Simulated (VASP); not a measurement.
All values below come from PBE GGA, VASP's PBE PAW potentials (set 64) (plane waves; VASP).

A VASP calculation is set up with these files.

**INCAR**
```
ALGO = Normal
EDIFF = 1E-6
ENCUT = 400
GGA = PE
ISMEAR = 0
LASPH = .TRUE.
LCHARG = .TRUE.
LMAXMIX = 4
LREAL = .FALSE.
LWAVE = .FALSE.
NELM = 100
PREC = Accurate
SIGMA = 0.05
SYSTEM = Zn4S3Te
```

File KPOINTS:
```
Automatic mesh
0
Gamma
4 4 4
0 0 0
```

### POSCAR
```
Zn4S3Te
1
    5.6262044204     0.0000000000     0.0000000000
    0.0000000000     5.6262044204     0.0000000000
    0.0000000000     0.0000000000     5.6262044204
Zn Te S
4 1 3
Direct
  0.9853378502   0.9853378502   0.9853378502
  0.5146621498   0.5146621498   0.9853378502
  0.5146621498   0.9853378502   0.5146621498
  0.9853378502   0.5146621498   0.5146621498
  0.2500000000   0.2500000000   0.2500000000
  0.7500000000   0.7500000000   0.2500000000
  0.7500000000   0.2500000000   0.7500000000
  0.2500000000   0.7500000000   0.7500000000
```

POTCAR, in this order: Zn Te S (PBE.64 set). Program: vasp_std.

Problem. What will the output report for the number of irreducible k-points (NKPTS), largest plane-wave count, number of space-group operations, FFT grid (NGX, NGY, NGZ)?

Solution. 
```yaml
number of irreducible k-points (NKPTS): 10
largest_plane_wave_count: 3243
number_of_space_group_operations: 24
FFT grid (NGX, NGY, NGZ): 40 × 40 × 40
```

The structure was generated: Zn4S3Te was put into an ordered model structure (P-43m), which need not be its known phase. It was relaxed first.
